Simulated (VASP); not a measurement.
Consider the following.

```
ZnP2Si
1.0
   -2.68522     2.68522     5.22759
    2.68522    -2.68522     5.22759
    2.68522     2.68522    -5.22759
Zn Si P
2 2 4
Direct
  0.00000   0.00000   0.00000
  0.75000   0.25000   0.50000
  0.50000   0.50000   0.00000
  0.25000   0.75000   0.50000
  0.87500   0.85799   0.48299
  0.14201   0.62500   0.01701
  0.37500   0.39201   0.51701
  0.60799   0.12500   0.98299
```

Computed with r2SCAN meta-GGA, VASP's PBE PAW potentials (set 64) (plane waves; VASP 6.6.1). Run with 400 eV cut-off, 7×7×7 Γ-centred mesh, tetrahedra with Blöchl corrections, potentials Zn Si P.

Q: Give the energies of bands 17 to 30 at the high-symmetry points, in eV from the valence-band maximum.

A: 
| band | Γ | X | P | N | M | S | R |
|---|---|---|---|---|---|---|---|
| 17 | -4.90 | -5.17 | -5.78 | -4.67 | -3.99 | -4.61 | -5.14 |
| 18 | -4.54 | -5.17 | -5.78 | -4.58 | -3.99 | -4.41 | -5.14 |
| 19 | -4.54 | -3.89 | -3.06 | -4.27 | -3.82 | -4.14 | -3.83 |
| 20 | -4.21 | -3.89 | -3.06 | -3.97 | -3.82 | -3.46 | -3.83 |
| 21 | -3.64 | -1.92 | -2.24 | -3.10 | -2.23 | -3.45 | -2.32 |
| 22 | -2.44 | -1.92 | -2.24 | -2.83 | -2.23 | -2.99 | -2.32 |
| 23 | -2.44 | -1.08 | -1.09 | -2.23 | -1.96 | -2.30 | -1.19 |
| 24 | -0.13 | -1.08 | -1.09 | -1.81 | -1.96 | -2.10 | -1.19 |
| 25 | -0.13 | -0.58 | -0.93 | -1.50 | -1.17 | -1.05 | -0.93 |
| 26 | 0.00 | -0.58 | -0.93 | -0.81 | -1.17 | -0.61 | -0.93 |
| 27 | 1.56 | 2.39 | 3.07 | 3.06 | 1.78 | 1.92 | 2.70 |
| 28 | 2.19 | 2.39 | 3.07 | 3.19 | 1.78 | 3.18 | 2.70 |
| 29 | 3.22 | 3.52 | 3.38 | 3.34 | 2.00 | 3.30 | 3.85 |
| 30 | 3.62 | 3.52 | 3.38 | 4.58 | 2.00 | 3.51 | 3.85 |

The gap is direct, 1.56 eV, from the valence maximum at Γ to the conduction minimum at Γ.

The compound is ZnSiP2 in the chalcopyrite structure. It was relaxed first.
